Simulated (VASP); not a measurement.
# MgSiC2 (R-3m) in VASP: single point with PBE

Aim: the single point of MgSiC2 with PBE.

All numbers are computed with VASP 6.6.1; they aren't measurements. Logs are shortened: lines on timing, memory, paths and dates and some standing lists are left out, and cuts for length are marked.

### Step 1. The cell of the first run

It takes space group R-3m (No. 166, trigonal). Conventional cell: a = 2.986 Å, b = 2.986 Å, c = 15.587 Å, α = 90.00°, β = 90.00°, γ = 120.00°. Mg (site symmetry -3m) is surrounded by 6 C at 2.30 Å. Si (site symmetry -3m) is surrounded by 6 C at 2.03 Å. Around C (site symmetry 3m) lie 3 Si at 2.03 Å and 3 Mg at 2.30 Å.

The cell was built by a generator and needn't be a form met in nature.

### Step 2. Single point, PBE (species swapped into the YScS2 type (R-3m, No. 166))

File INCAR:

```
SYSTEM = MgSiC2
PREC     = Accurate       ! precision mode
ENCUT    = 520            ! plane-wave cutoff, eV
EDIFF    = 1E-6           ! SCF threshold, eV
ISMEAR   = 0              ! smearing method
SIGMA    = 0.1            ! smearing width, eV
LREAL    = .False.        ! projectors in reciprocal space
LASPH    = .True.         ! aspherical terms in the spheres
NELM     = 100            ! most SCF steps
ALGO     = Fast           ! electronic algorithm
ISIF     = 2              ! what is computed and relaxed
LWAVE    = .False.        ! write WAVECAR
LCHARG   = .False.        ! write CHGCAR
GGA      = PE             ! functional
NBANDS   = 15             ! bands
```

File KPOINTS:

```
regular mesh
0
Gamma
  18 18 18
  0 0 0
```

File POSCAR:

```
MgSiC2
1.0
    1.4931778563      0.8620866373      5.1955065310
   -1.4931778563      0.8620866373      5.1955065310
    0.0000000000     -1.7241732746      5.1955065310
Mg Si C
1 1 2
Direct
    0.5000000000      0.5000000000      0.5000000000
    0.0000000000      0.0000000000      0.0000000000
    0.2647642845      0.2647642845      0.2647642845
    0.7352357155      0.7352357155      0.7352357155
```

Potentials or basis: VASP PAW PBE potentials, release 64 (Mg, Si, C).

Command:

```console
cat potpaw_PBE.64/Mg/POTCAR potpaw_PBE.64/Si/POTCAR potpaw_PBE.64/C/POTCAR > POTCAR
mpirun -np 1 vasp_std > vasp.out
```

OUTCAR:

```text
SYSTEM = MgSiC2
   PREC = Accurate
   ENCUT = 520
   EDIFF = 1E-6
   ISMEAR = 0
   LREAL = .False.
   LASPH = .True.
   NELM = 100
   ISIF = 2
   GGA = PE

 ion  position               nearest neighbor table
   1  0.500  0.500  0.500-   3 2.30   3 2.30   4 2.30   4 2.30   3 2.30   4 2.30   2 3.12   2 3.12
                             2 3.12   2 3.12   2 3.12   2 3.12
   2  0.000  0.000  0.000-   4 2.03   4 2.03   3 2.03   3 2.03   4 2.03   3 2.03   1 3.12   1 3.12
                             1 3.12   1 3.12   1 3.12   1 3.12
   3  0.265  0.265  0.265-   2 2.03   2 2.03   2 2.03   1 2.30   1 2.30   1 2.30
   4  0.735  0.735  0.735-   2 2.03   2 2.03   2 2.03   1 2.30   1 2.30   1 2.30

  LATTYP: Found a trigonal (rhomboedric) cell.
 ALAT       =     5.4741265600
 COS(alpha) =     0.8511929835

  Lattice vectors:

 A1 = (   1.4931778563,   0.8620866373,   5.1955065310)
 A2 = (  -1.4931778563,   0.8620866373,   5.1955065310)
 A3 = (   0.0000000000,  -1.7241732746,   5.1955065310)

Analysis of symmetry for initial positions (statically):
=====================================================================
 Subroutine PRICEL returns:
 Original cell was already a primitive cell.

 Routine SETGRP: Setting up the symmetry group for a
 trigonal (rhombohedral) supercell.

 Subroutine GETGRP returns: Found 12 space group operations
 (whereof 12 operations were pure point group operations)
 out of a pool of 12 trial point group operations.

The static configuration has the point symmetry D_3d.

Analysis of symmetry for dynamics (positions and initial velocities):
=====================================================================
 Subroutine PRICEL returns:
 Original cell was already a primitive cell.

 Routine SETGRP: Setting up the symmetry group for a
 trigonal (rhombohedral) supercell.

 Subroutine GETGRP returns: Found 12 space group operations
 (whereof 12 operations were pure point group operations)
 out of a pool of 12 trial point group operations.

The dynamic configuration has the point symmetry D_3d.

 Subroutine INISYM returns: Found 12 space group operations
 (whereof 12 operations are pure point group operations),
 and found     1 'primitive' translations

----------------------------------------------------------------------------------------

                                     Primitive cell

  volume of cell :      40.1275

  direct lattice vectors                    reciprocal lattice vectors
     1.493177856  0.862086637  5.195506531     0.334856292  0.193329370  0.064158005
    -1.493177856  0.862086637  5.195506531    -0.334856292  0.193329370  0.064158005
     0.000000000 -1.724173275  5.195506531     0.000000000 -0.386658740  0.064158005

  length of vectors
     5.474126560  5.474126560  5.474126560     0.391945444  0.391945444  0.391945444

  position of ions in fractional coordinates (direct lattice)
     0.500000000  0.500000000  0.500000000
     0.000000000  0.000000000  0.000000000
     0.264764285  0.264764285  0.264764285
     0.735235715  0.735235715  0.735235715

  ion indices of the primitive-cell ions
   primitive index   ion index
                 1           1
                 2           2
                 3           3
                 4           4

----------------------------------------------------------------------------------------

 KPOINTS: regular mesh

Automatic generation of k-mesh.
 Grid dimensions read from file:
 generate k-points for:   18   18   18

 Generating k-lattice:

  Cartesian coordinates                     Fractional coordinates (reciprocal lattice)
     0.018603127  0.010740521  0.003564334     0.055555556  0.000000000  0.000000000
    -0.018603127  0.010740521  0.003564334     0.000000000  0.055555556  0.000000000
     0.000000000 -0.021481041  0.003564334     0.000000000  0.000000000  0.055555556

  Length of vectors
     0.021774747  0.021774747  0.021774747

  Shift w.r.t. Gamma in fractional coordinates (k-lattice)
     0.000000000  0.000000000  0.000000000

 Subroutine IBZKPT returns following result:
 ===========================================

 Found    580 irreducible k-points:

 Following reciprocal coordinates:
            Coordinates               Weight
  0.000000  0.000000  0.000000      1.000000
  0.055556 -0.000000  0.000000      6.000000
  0.111111 -0.000000  0.000000      6.000000
  0.166667  0.000000  0.000000      6.000000
  0.222222 -0.000000  0.000000      6.000000
  0.277778  0.000000 -0.000000      6.000000
[... 16 lines left out ...]
 -0.277778  0.055556 -0.000000     12.000000
 -0.222222  0.055556  0.000000     12.000000
 [... further k-points ...]
   k-points           NKPTS =    580   k-points in BZ     NKDIM =    580   number of bands    NBANDS=     15
   number of dos      NEDOS =    301   number of ions     NIONS =      4
   total plane-waves  NPLWV =  74088
   dimension x,y,z NGX =    42 NGY =   42 NGZ =   42
   dimension x,y,z NGXF=    84 NGYF=   84 NGZF=   84
   ions per type =               1   1   2
   NGX,Y,Z   is equivalent  to a cutoff of  12.76, 12.76, 12.76 a.u.
   NGXF,Y,Z  is equivalent  to a cutoff of  25.51, 25.51, 25.51 a.u.
 SYSTEM =  MgSiC2
   PREC   = accura    normal or accurate (medium, high low for compatibility)
   ISTART =      0    job   : 0-new  1-cont  2-samecut
   ICHARG =      2    charge: 1-file 2-atom 10-const
   ISPIN  =      1    spin polarized calculation?
   LNONCOLLINEAR =      F non collinear calculations
   LSORBIT =      F    spin-orbit coupling
   LASPH  =      T    aspherical Exc in radial PAW
   ENCUT  =  520.0 eV  38.22 Ry    6.18 a.u.  10.18 10.18 10.18*2*pi/ulx,y,z
   NELM   =    100;   NELMIN=  2; NELMDL= -5     # of ELM steps
   EDIFF  = 0.1E-05   stopping-criterion for ELM
   LREAL  =      F    real-space projection
   EDIFFG = 0.1E-04   stopping-criterion for IOM
   NSW    =      0    number of steps for IOM
   IBRION =     -1    ionic relax: 0-MD 1-quasi-New 2-CG
   NFREE  =      0    steps in history (QN), initial steepest desc. (CG)
   ISIF   =      2    stress and relaxation
   ISYM   =      2    0-nonsym 1-usesym 2-fastsym
   POTIM  = 0.5000    time-step for ionic-motion
   TEBEG  =    0.0;   TEEND  =   0.0 temperature during run
   PSTRESS=    0.0 pullay stress
   NELECT =      14.0000    total number of electrons
   NUPDOWN=      -1.0000    fix difference up-down
   EMIN   =  10.00;   EMAX   =-10.00  energy-range for DOS
   EFERMI =   0.00;   METHOD = LEGACY
   ISMEAR =     0;   SIGMA  =   0.10  broadening in eV -4-tet -1-fermi 0-gaus
   EFERMI_NEDOS =   21; number of points for ismear=-14 and -15
   IALGO  =     68    algorithm
   IMIX   =      4    mixing-type and parameters
     AMIX     =   0.40;   BMIX     =  1.00
     AMIX_MAG =   1.60;   BMIX_MAG =  1.00
  volume/ion in A,a.u.               =      10.03        67.70
  Fermi-wavevector in a.u.,A,eV,Ry     =   1.152489  2.177889 18.071694  1.328232
  Thomas-Fermi vector in A             =   2.289140
   LORBIT       =      0    0 simple, 1 ext, 2 COOP (PROOUT), +10 PAW based schemes
   GGA     = PE    functional components
   LHFCALC =     F    Hartree Fock is set to
   AEXX    =    0.0000 exact exchange contribution
   IVDW    =     0    specifies the selected vdW correction
   LEPSILON=     F    determine dielectric tensor
   LRPA    =     F    only Hartree local field effects (RPA)
 non-spin polarized calculation
 RMM-DIIS sequential band-by-band and
 Gauss-broadening in eV      SIGMA  =   0.10
  energy-cutoff  :      520.00
  volume of cell :       40.13
 maximum number of plane-waves:      1115
 NGX is ok and might be reduce to    42
   NGX = 21   NGY = 21   NGZ = 21

 number of electron      14.0000000 magnetization

 Free energy of the ion-electron system (eV)
  ---------------------------------------------------
  ext. energy  EPLUGINS =         0.00000000
  ---------------------------------------------------
  free energy    TOTEN  =       -22.52530854 eV

  energy without entropy =      -22.51422415  energy(sigma->0) =      -22.51976634

 E-fermi :   7.0660     XC(G=0): -11.3950

 val. band max:        7.0658112943   @ k =   0.3333   0.3333   0.2778
 cond. band min:       7.0660875639   @ k =  -0.0556   0.3889   0.0556
 fundamental gap:      0.0002762696
 Fermi energy:         7.0659741465

 k-point     1 :       0.0000    0.0000    0.0000
  band No.  band energies     occupation
      1      -8.3714      2.00000
      2      -3.7985      2.00000
      3       0.2775      2.00000
      4       7.2609      0.00584
      5       7.2609      0.00584
      6       7.9690      0.00000
      7       7.9690      0.00000
      8       8.1396      0.00000
      9      13.7274      0.00000
     10      13.9976      0.00000
     11      15.3284      0.00000
     12      15.4573      0.00000
     13      15.4573      0.00000
     14      18.3643      0.00000
     15      18.3643      0.00000

 k-point     2 :       0.0556   -0.0000    0.0000
  band No.  band energies     occupation
      1      -8.3112      2.00000
      2      -3.7570      2.00000
      3       0.3435      2.00000
      4       6.8134      1.99965
      5       7.0795      0.84853
      6       7.8136      0.00000
      7       8.0278      0.00000
      8       8.1555      0.00000
      9      13.8348      0.00000
     10      14.2123      0.00000
     11      14.8542      0.00000
     12      15.5752      0.00000
     13      15.9716      0.00000
     14      18.0562      0.00000
     15      18.5115      0.00000
[... 365 lines left out ...]
      3       1.5635      2.00000
      4       2.0771      2.00000
      5       4.0188      2.00000
      6       5.2290      2.00000
      7       7.0610      1.05638
      8       7.6012      0.00000
      9      12.0255      0.00000
     10      15.0222      0.00000
     11      15.4342      0.00000
     12      15.9672      0.00000
     13      17.4793      0.00000
     14      18.3961      0.00000
     15      20.0650      0.00000

 k-point    24 :      -0.2222    0.0556    0.0000
  band No.  band energies     occupation
      1      -7.1310      2.00000
      2      -2.9548      2.00000
      3       1.5017      2.00000
      4       2.7535      2.00000
      5       4.7272      2.00000
      6       5.8152      2.00000
      7       7.3773      0.00001
      8       7.8587      0.00000
      9      12.5601      0.00000
     10      14.8475      0.00000
     11      15.5331      0.00000
     12      16.7446      0.00000
     13      16.9386      0.00000
     14      18.3228      0.00000
     15      19.3279      0.00000

 [... further k-points ...]

------------------------ aborting loop because EDIFF is reached ----------------------------------------

  FORCE on cell =-STRESS in cart. coord.  units (eV):
  Direction    XX          YY          ZZ          XY          YZ          ZX
  --------------------------------------------------------------------------------------
  -------------------------------------------------------------------------------------
  Total       -0.0271534     -0.0271534     -0.0330254      0.0000000      0.0000000      0.0000000
  in kB       -1.0841593     -1.0841593     -1.3186124      0.0000000      0.0000000      0.0000000
  external PRESSURE =      -1.1623103 kB  Pullay stress =       0.0000000 kB

 VOLUME and BASIS-vectors are now :
 -----------------------------------------------------------------------------
  energy-cutoff  :      520.00
  volume of cell :       40.13
      direct lattice vectors                 reciprocal lattice vectors
     1.493177856  0.862086637  5.195506531     0.334856292  0.193329370  0.064158005
    -1.493177856  0.862086637  5.195506531    -0.334856292  0.193329370  0.064158005
     0.000000000 -1.724173275  5.195506531     0.000000000 -0.386658740  0.064158005

 POSITION                                       TOTAL-FORCE (eV/Angst)
 -----------------------------------------------------------------------------------
      0.00000      0.00000      7.79326         0.000000     -0.000000      0.000000
      0.00000      0.00000      0.00000        -0.000000      0.000000      0.000000
      0.00000      0.00000      4.12675        -0.000000      0.000000     -0.016003
      0.00000      0.00000     11.45977        -0.000000      0.000000      0.016003
 -----------------------------------------------------------------------------------
    total drift:                                0.000000      0.000000     -0.000000

  FREE ENERGIE OF THE ION-ELECTRON SYSTEM (eV)
  ---------------------------------------------------
  free  energy   TOTEN  =       -22.5253085351 eV

  energy  without entropy=      -22.5142241536  energy(sigma->0) =      -22.51976634
```

Run time: 18 min. Hardware: 1 thread of Intel Xeon Platinum 8488C (Sapphire Rapids), shared host; peak memory 0.56 GiB.

Results:

```
Free energy            : -22.5253 eV
Pressure               : -0.1 GPa
Largest force          : 0.016 eV/Å
Band gap on the k mesh : none (metal or under the smearing width)
```

Forces on the atoms (eV/Å):
```
Mg   0.000  0.000  0.000
Si   0.000  0.000  0.000
C    0.000  0.000 -0.016
C    0.000  0.000  0.016
```
